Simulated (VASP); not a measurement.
Consider the following.

```yaml
crystal:
  lattice:
    - [4.86832, -8.43217, 0.00000]
    - [4.86832, 8.43217, 0.00000]
    - [0.00000, 0.00000, 10.55628]
  atoms:
    - { symbol: Ga, position: [0.22131, 0.11064, 0.24773] }
    - { symbol: Ga, position: [0.11068, 0.22200, 0.99757] }
    - { symbol: Ga, position: [0.22380, 0.11283, 0.74857] }
    - { symbol: Ga, position: [0.11069, 0.22707, 0.49397] }
    - { symbol: Ga, position: [0.20787, 0.43675, 0.25320] }
    - { symbol: Ga, position: [0.11091, 0.55499, 0.99781] }
    - { symbol: Ga, position: [0.22745, 0.44686, 0.74593] }
    - { symbol: Ga, position: [0.11070, 0.55043, 0.49481] }
    - { symbol: Ga, position: [0.22125, 0.77663, 0.24763] }
    - { symbol: Ga, position: [0.11175, 0.88913, 0.99911] }
    - { symbol: Ga, position: [0.22388, 0.77757, 0.74882] }
    - { symbol: Ga, position: [0.11286, 0.88961, 0.49972] }
    - { symbol: Ga, position: [0.55445, 0.11035, 0.24994] }
    - { symbol: Ga, position: [0.44444, 0.22237, 0.00061] }
    - { symbol: Ga, position: [0.55636, 0.11142, 0.75095] }
    - { symbol: Ga, position: [0.44312, 0.22400, 0.50199] }
    - { symbol: Ga, position: [0.55071, 0.44530, 0.25199] }
    - { symbol: Ga, position: [0.44155, 0.55387, 0.00196] }
    - { symbol: Ga, position: [0.56127, 0.44497, 0.75227] }
    - { symbol: Ga, position: [0.55075, 0.77166, 0.25193] }
    - { symbol: Ga, position: [0.44435, 0.88834, 0.00069] }
    - { symbol: Ga, position: [0.56121, 0.78275, 0.75232] }
    - { symbol: Ga, position: [0.44308, 0.88573, 0.50201] }
    - { symbol: Ga, position: [0.88477, 0.10776, 0.24810] }
    - { symbol: Ga, position: [0.77773, 0.22211, 0.99934] }
    - { symbol: Ga, position: [0.89198, 0.11410, 0.74894] }
    - { symbol: Ga, position: [0.77456, 0.22045, 0.50050] }
    - { symbol: Ga, position: [0.88495, 0.44312, 0.24834] }
    - { symbol: Ga, position: [0.77748, 0.55543, 0.00074] }
    - { symbol: Ga, position: [0.89190, 0.44431, 0.74912] }
    - { symbol: Ga, position: [0.78184, 0.55969, 0.50263] }
    - { symbol: Ga, position: [0.88857, 0.77741, 0.24920] }
    - { symbol: Ga, position: [0.77754, 0.88853, 0.00070] }
    - { symbol: Ga, position: [0.89225, 0.77939, 0.75164] }
    - { symbol: Ga, position: [0.78187, 0.88869, 0.50263] }
    - { symbol: N, position: [0.22264, 0.11492, 0.43667] }
    - { symbol: N, position: [0.10648, 0.21714, 0.18551] }
    - { symbol: N, position: [0.22246, 0.11161, 0.93693] }
    - { symbol: N, position: [0.11465, 0.22626, 0.68263] }
    - { symbol: N, position: [0.10648, 0.55507, 0.18587] }
    - { symbol: N, position: [0.22294, 0.44457, 0.93430] }
    - { symbol: N, position: [0.11467, 0.55500, 0.68311] }
    - { symbol: N, position: [0.22272, 0.77419, 0.43661] }
    - { symbol: N, position: [0.11089, 0.88857, 0.18758] }
    - { symbol: N, position: [0.22236, 0.77719, 0.93710] }
    - { symbol: N, position: [0.11384, 0.89022, 0.68730] }
    - { symbol: N, position: [0.55226, 0.10944, 0.43893] }
    - { symbol: N, position: [0.44458, 0.22364, 0.19030] }
    - { symbol: N, position: [0.55494, 0.11064, 0.93916] }
    - { symbol: N, position: [0.44662, 0.22403, 0.68899] }
    - { symbol: N, position: [0.54993, 0.45655, 0.44657] }
    - { symbol: N, position: [0.43347, 0.54983, 0.19258] }
    - { symbol: N, position: [0.55496, 0.44522, 0.93958] }
    - { symbol: N, position: [0.45672, 0.56162, 0.67981] }
    - { symbol: N, position: [0.55014, 0.76019, 0.44647] }
    - { symbol: N, position: [0.44448, 0.88714, 0.19036] }
    - { symbol: N, position: [0.55486, 0.77599, 0.93959] }
    - { symbol: N, position: [0.44668, 0.88906, 0.68898] }
    - { symbol: N, position: [0.88471, 0.10884, 0.43722] }
    - { symbol: N, position: [0.77601, 0.22114, 0.18762] }
    - { symbol: N, position: [0.88872, 0.11073, 0.93718] }
    - { symbol: N, position: [0.77821, 0.22232, 0.68804] }
    - { symbol: N, position: [0.88511, 0.44248, 0.43749] }
    - { symbol: N, position: [0.77250, 0.55426, 0.19021] }
    - { symbol: N, position: [0.88884, 0.44449, 0.93740] }
    - { symbol: N, position: [0.78215, 0.55714, 0.68947] }
    - { symbol: N, position: [0.89178, 0.77909, 0.43785] }
    - { symbol: N, position: [0.77257, 0.88445, 0.19007] }
    - { symbol: N, position: [0.88923, 0.77780, 0.93950] }
    - { symbol: N, position: [0.78213, 0.89142, 0.68952] }
    - { symbol: Si, position: [0.45649, 0.56176, 0.51091] }
```

The numbers are results of HSE06 screened hybrid, VASP's PBE PAW potentials (set 64) (plane waves; VASP), not measurements. Run with PREC = Normal, LREAL = Auto, ISYM = 0, EDIFF = 1E-5, 400 eV cut-off, 1×1×1 Γ-centred mesh, Gaussian smearing of 0.050 eV, potentials Ga N Si. Starting moments (MAGMOM): 71*0.0282. The cell's moment is fixed (NUPDOWN = 2).

The supercell is sampled at Γ alone, which is coarse: total energies, pressure and levels can be off, energies of defects by several tenths of an eV.

Estimate the cell moment, energy per atom (σ→0).

cell moment: 2.00 μB
energy per atom (σ→0): -7.279 eV/atom

Give the moment on each site (PAW-sphere projection).

| site | moment (μB) |
|---|---|
| Ga1 | 0.01 |
| Ga2 | 0.01 |
| Ga3 | 0.01 |
| Ga4 | 0.01 |
| Ga5 | 0.14 |
| Ga6 | 0.01 |
| Ga7 | 0.01 |
| Ga8 | 0.01 |
| Ga9 | 0.01 |
| Ga10 | 0.01 |
| Ga11 | 0.01 |
| Ga12 | 0.00 |
| Ga13 | 0.01 |
| Ga14 | 0.01 |
| Ga15 | 0.01 |
| Ga16 | 0.01 |
| Ga17 | 0.01 |
| Ga18 | 0.01 |
| Ga19 | 0.02 |
| Ga20 | 0.01 |
| Ga21 | 0.01 |
| Ga22 | 0.02 |
| Ga23 | 0.01 |
| Ga24 | 0.01 |
| Ga25 | 0.01 |
| Ga26 | 0.01 |
| Ga27 | 0.01 |
| Ga28 | 0.01 |
| Ga29 | 0.01 |
| Ga30 | 0.01 |
| Ga31 | 0.01 |
| Ga32 | 0.01 |
| Ga33 | 0.01 |
| Ga34 | 0.01 |
| Ga35 | 0.01 |
| N36 | 0.00 |
| N37 | 0.04 |
| N38 | 0.01 |
| N39 | 0.01 |
| N40 | 0.04 |
| N41 | 0.01 |
| N42 | 0.01 |
| N43 | 0.00 |
| N44 | 0.01 |
| N45 | 0.01 |
| N46 | 0.01 |
| N47 | 0.01 |
| N48 | 0.01 |
| N49 | 0.01 |
| N50 | 0.01 |
| N51 | 0.05 |
| N52 | 0.01 |
| N53 | 0.01 |
| N54 | 0.06 |
| N55 | 0.05 |
| N56 | 0.01 |
| N57 | 0.01 |
| N58 | 0.01 |
| N59 | 0.04 |
| N60 | 0.01 |
| N61 | 0.01 |
| N62 | 0.01 |
| N63 | 0.03 |
| N64 | 0.01 |
| N65 | 0.01 |
| N66 | 0.01 |
| N67 | 0.01 |
| N68 | 0.01 |
| N69 | 0.01 |
| N70 | 0.01 |
| Si71 | 0.20 |

The cell is a supercell with a defect, built from GaN (wurtzite): Si_Ga-vac_N. The cell's shape comes from a PBE relaxation.
